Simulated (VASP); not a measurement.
Input:

```
WSe2
1.0
    1.65190    -2.86117     0.00000
    1.65190     2.86117     0.00000
    0.00000     0.00000    13.17223
W Se
2 4
Direct
  0.33333   0.66667   0.25000
  0.66667   0.33333   0.75000
  0.33333   0.66667   0.87671
  0.66667   0.33333   0.37671
  0.66667   0.33333   0.12329
  0.33333   0.66667   0.62329
```

Calculation: r2SCAN+rVV10, VASP's PBE PAW potentials (set 64) (plane waves; VASP). Numerical set-up: 520 eV cut-off, 9×9×2 Γ-centred mesh, tetrahedra with Blöchl corrections, potentials W_sv Se.

The path is coarsely sampled, so an indirect gap can come out somewhat too large. Unless said otherwise, spin-orbit coupling is left out, though it shifts the bands of the heavy elements here.

### Question
Predict the energy per atom (σ→0), band gap (over mesh and band path) with the smallest direct gap where there is one.

### Answer

The band gap (over mesh and band path) is 1.16 eV. The smallest direct gap (over mesh and band path) comes out as 1.61 eV and the energy per atom (σ→0) is -27.093 eV/atom.

The compound is WSe2 in the 2H layered structure. It was relaxed first.
